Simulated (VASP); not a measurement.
Computed with PBEsol GGA, VASP's PBE PAW potentials (set 64) (plane waves; VASP).

The input files of a VASP run:

File KPOINTS:
```
kpoints
0
G
 13 13 7
```

### INCAR
```
! general
SYSTEM =RhO
PREC   =Accurate
ENCUT  =520   ! plane-wave cut-off (eV)
LREAL  =.FALSE.
LASPH  =.TRUE.   ! aspherical one-centre terms

! electronic loop
EDIFF  =1E-7   ! SCF stop (eV)
NELM   =100   ! most electronic steps
ALGO   =Normal
LMAXMIX=4   ! l cut-off of mixed one-centre charges

! smearing
ISMEAR =-5   ! tetrahedra, Bloechl

! functional
GGA    =PS   ! PBEsol

! ions
ISIF   =2

! output
LWAVE  =.FALSE.
LCHARG =.TRUE.
LORBIT =11
NEDOS  =601   ! DOS grid

! other
LEFG   =.TRUE.
```

POSCAR:
```
RhO
1
    3.0428487802     0.0000000000     0.0000000000
   -1.5214243901     2.6351841029     0.0000000000
    0.0000000000     0.0000000000     5.3234508484
Rh O
2 2
Direct
  0.0000000000   0.0000000000   0.0000000000
  0.0000000000   0.0000000000   0.5000000000
  0.3333330000   0.6666670000   0.2500000000
  0.6666670000   0.3333330000   0.7500000000
```

POTCAR, in this order: Rh_pv O (PBE.64 set). Program: vasp_std.

What VASP printed:

OUTCAR:
```
 ion  position               nearest neighbor table
   1  0.000  0.000  0.000-   3 2.20   4 2.20   3 2.20   4 2.20   4 2.20   3 2.20   2 2.66   2 2.66
  LATTYP: Found a hexagonal cell.
 ALAT       =     3.0428487802
 C/A-ratio  =     1.7494956973
 Subroutine PRICEL returns:
 Original cell was already a primitive cell.
 Subroutine GETGRP returns: Found 24 space group operations
The static configuration has the point symmetry D_3d.
 The point group associated with its full space group is D_6h.
The dynamic configuration has the point symmetry D_3d.
 Subroutine INISYM returns: Found 24 space group operations
 Subroutine IBZKPT returns following result:
 Found     84 irreducible k-points:

 Following reciprocal coordinates:
            Coordinates               Weight
  0.000000  0.000000  0.000000      1.000000
  0.076923  0.000000  0.000000      6.000000
  0.153846  0.000000  0.000000      6.000000
  0.230769  0.000000  0.000000      6.000000
  0.307692  0.000000  0.000000      6.000000
  0.384615  0.000000  0.000000      6.000000
  0.461538  0.000000  0.000000      6.000000
  0.076923  0.076923  0.000000      6.000000
  0.153846  0.076923  0.000000     12.000000
  0.230769  0.076923  0.000000     12.000000
  0.307692  0.076923  0.000000     12.000000
  0.384615  0.076923  0.000000     12.000000
  0.461538  0.076923  0.000000      6.000000
  0.153846  0.153846  0.000000      6.000000
  0.230769  0.153846  0.000000     12.000000
  0.307692  0.153846  0.000000     12.000000
  0.384615  0.153846  0.000000     12.000000
  0.230769  0.230769  0.000000      6.000000
  0.307692  0.230769  0.000000     12.000000
  0.384615  0.230769  0.000000      6.000000
  0.307692  0.307692  0.000000      6.000000
  0.000000  0.000000  0.142857      2.000000
  0.076923  0.000000  0.142857     12.000000
...
```

File OSZICAR:
```
       N       E                     dE             d eps       ncg     rms          rms(c)
DAV:   1     0.471713334485E+03    0.47171E+03   -0.26045E+04  4224   0.185E+03
DAV:   2    -0.743088839428E+01   -0.47914E+03   -0.47281E+03  4957   0.542E+02
DAV:   3    -0.282226258972E+02   -0.20792E+02   -0.20513E+02  4430   0.116E+02
DAV:   4    -0.285810383212E+02   -0.35841E+00   -0.35526E+00  4770   0.147E+01
DAV:   5    -0.285862566134E+02   -0.52183E-02   -0.51643E-02  4490   0.172E+00    0.229E+01
DAV:   6    -0.272915026177E+02    0.12948E+01   -0.19261E+01  4768   0.357E+01    0.143E+01
DAV:   7    -0.264023708491E+02    0.88913E+00   -0.51824E+00  5114   0.212E+01    0.101E+01
DAV:   8    -0.263493490733E+02    0.53022E-01   -0.55391E-01  4514   0.626E+00    0.194E+00
DAV:   9    -0.263375033744E+02    0.11846E-01   -0.43848E-02  4289   0.150E+00    0.363E-01
DAV:  10    -0.263359986340E+02    0.15047E-02   -0.61668E-03  4623   0.624E-01    0.127E-01
DAV:  11    -0.263359328314E+02    0.65803E-04   -0.16666E-04  4628   0.106E-01    0.770E-02
DAV:  12    -0.263359347796E+02   -0.19482E-05   -0.59035E-06  4603   0.223E-02    0.158E-02
DAV:  13    -0.263359374613E+02   -0.26817E-05   -0.17402E-06  4474   0.926E-03    0.193E-03
DAV:  14    -0.263359369316E+02    0.52973E-06   -0.95209E-08  2234   0.287E-03    0.545E-04
DAV:  15    -0.263359369830E+02   -0.51409E-07   -0.96172E-09  2162   0.684E-04
   1 F= -.26335937E+02 E0= -.26335937E+02  d E =0.000000E+00
```

OUTCAR:
```
------------------------ aborting loop because EDIFF is reached ----------------------------------------
  FORCE on cell =-STRESS in cart. coord.  units (eV):
  Direction    XX          YY          ZZ          XY          YZ          ZX
  --------------------------------------------------------------------------------------
  Total        0.3219448      0.3219447     -0.6185370      0.0000000     -0.0000000      0.0000000
  in kB       12.0839078     12.0839056    -23.2162309      0.0000000     -0.0000000      0.0000000
  external PRESSURE =       0.3171942 kB  Pullay stress =       0.0000000 kB
  volume of cell :       42.69
      direct lattice vectors                 reciprocal lattice vectors
     3.042848780  0.000000000  0.000000000     0.328639401  0.189740064  0.000000000
    -1.521424390  2.635184103  0.000000000     0.000000000  0.379480128  0.000000000
     0.000000000  0.000000000  5.323450848     0.000000000  0.000000000  0.187848076
 POSITION                                       TOTAL-FORCE (eV/Angst)
 -----------------------------------------------------------------------------------
      0.00000      0.00000      0.00000        -0.000000     -0.000000      0.000000
      0.00000      0.00000      2.66173        -0.000000     -0.000000      0.000000
     -0.00000      1.75679      1.33086         0.000000     -0.000000     -0.000000
      1.52143      0.87839      3.99259         0.000000      0.000000     -0.000000
 -----------------------------------------------------------------------------------
    total drift:                                0.000000     -0.000000      0.000000
  FREE ENERGIE OF THE ION-ELECTRON SYSTEM (eV)
  ---------------------------------------------------
  free  energy   TOTEN  =       -26.3359369830 eV

  energy  without entropy=      -26.3359369830  energy(sigma->0) =      -26.33593698

 total charge

# of ion       s       p       d       tot
------------------------------------------
    1        0.256   6.202   7.166  13.624
    2        0.256   6.202   7.166  13.624
    3        1.581   3.287   0.000   4.868
    4        1.581   3.287   0.000   4.868
--------------------------------------------------
tot          3.674  18.979  14.332  36.985

 Electric field gradients after diagonalization (V/A^2)
 (convention: |V_zz| > |V_xx| > |V_yy|)
----------------------------------------------------------------------
 ion       V_xx      V_yy      V_zz     asymmetry (V_yy - V_xx)/ V_zz
----------------------------------------------------------------------
   1     -30.168   -30.162    60.330       0.000
   2     -30.168   -30.162    60.330       0.000
   3     -12.160   -12.154    24.314       0.000
   4     -12.160   -12.154    24.314       0.000
```
(Selected blocks of OUTCAR.)

For a metal the tetrahedron method with Blöchl corrections gives inexact stress and forces.

The structure was generated: RhO was put into the NiAs type type (P6_3/mmc), which need not be its known phase. It was relaxed first.
